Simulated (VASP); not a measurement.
Input:

```
CELL_PARAMETERS angstrom
      0.00000     3.13272     3.13272
      3.13272     0.00000     3.13272
      3.13272     3.13272     0.00000
ATOMIC_POSITIONS crystal
  Mg 0.75000 0.75000 0.75000
  Mg 0.25000 0.25000 0.25000
  Ge 0.00000 0.00000 0.00000
```

Level of theory: LDA (Ceperley-Alder, Perdew-Zunger) with spin-orbit coupling, VASP's LDA PAW potentials (set 64) (plane waves; VASP). Run with 400 eV cut-off, 6×6×6 Γ-centred mesh, Gaussian smearing of 0.050 eV, potentials Mg Ge_d.

Question: Estimate the energy per atom (σ→0), band gap (over mesh and band path) with the smallest direct gap where there is one.

Answer: 
The band gap (over mesh and band path) is 0.02 eV and the smallest direct gap (over mesh and band path) comes out as 1.17 eV. The energy per atom (σ→0) comes out as -3.293 eV/atom.

The absolute energy has meaning only against runs of the same code, potentials and settings.

The structure comes from a computed database's Mg2Ge entry (Fm-3m); how it stands against other phases isn't given here. It was relaxed first.
